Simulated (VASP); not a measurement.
Energy against volume of C (diamond). These are HSE06 screened hybrid, VASP's PBE PAW potentials (set 64) (plane waves; VASP 6.6.1) values and carry that method's errors. Run with 520 eV cut-off, 10×10×10 Γ-centred mesh, Gaussian smearing of 0.050 eV, potentials C.

```
V (Å³/atom)  E (eV/atom)
-----------  -----------
5.362          -10.53208
5.533          -10.54530
5.704          -10.54243
5.875          -10.52559
```

**Question.** Fit these four points and predict the energy of the run at 5.191 Å³/atom.

**Answer.** A cubic in V^(−2/3), the third-order Birch-Murnaghan form, passes through the four points with V0 = 5.59 Å³/atom and B0 = 471 GPa, and gives -10.5002 eV/atom there. The run gave -10.5003 eV/atom, -0.1 meV/atom from the fit; all five points give B0 = 470 GPa.

The compound is C in the diamond structure. It was relaxed first. The cell's shape comes from a PBE relaxation.
